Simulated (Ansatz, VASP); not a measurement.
SiTe5: VASP beside Ansatz

```
Si Te
1.0
     7.13681    0.00000    0.00000
    -3.56840    6.18066    0.00000
     0.00000    0.00000    4.00955
Si Te
1 5
Direct
  0.00000 0.00000 0.50000
  0.66667 0.33333 0.50000
  0.29031 0.00000 0.00000
  0.70969 0.70969 0.00000
  0.00000 0.29031 0.00000
  0.33333 0.66667 0.50000
```

Change from the starting cell: species swapped into the Mg5Cu type (P-62m, No. 189).

Alike in both runs: functional PBE; k mesh 6 × 6 × 8; occupations gaussian, width 0.1 eV; no spin polarisation.

Ansatz relaxed the structure, and its values are those at the end. VASP's run is a single point on that final structure, the one shown.

|  | VASP | Ansatz |
| --- | --- | --- |
| version | VASP 6.6.1 | Ansatz 0.2.0 |
| potentials or method | VASP PAW PBE potentials, release 64 (Si, Te) | scalar-relativistic, plane waves, PAW |
| plane-wave cutoff (eV) | 520 | 420 |
| valence electrons in the cell | 34 | 84 |

|  | VASP | Ansatz | Ansatz less VASP |
| --- | --- | --- | --- |
| gap on the k mesh at the Fermi level (eV) | none | none | - |
| pressure (GPa) | 0.0 | 0.0 | +0.04 |
| rms of the force components (eV/Å) | 0.003 | 0.002 | -0.0014 |

A gap of «none» marks a metal or a gap that the smearing closes. The functional is the same, so the differences come from potentials, cutoffs and numerics. The two sets of potentials don't hold the same shells in valence.

The runs have no spin-orbit coupling, so splittings on Te are missing.
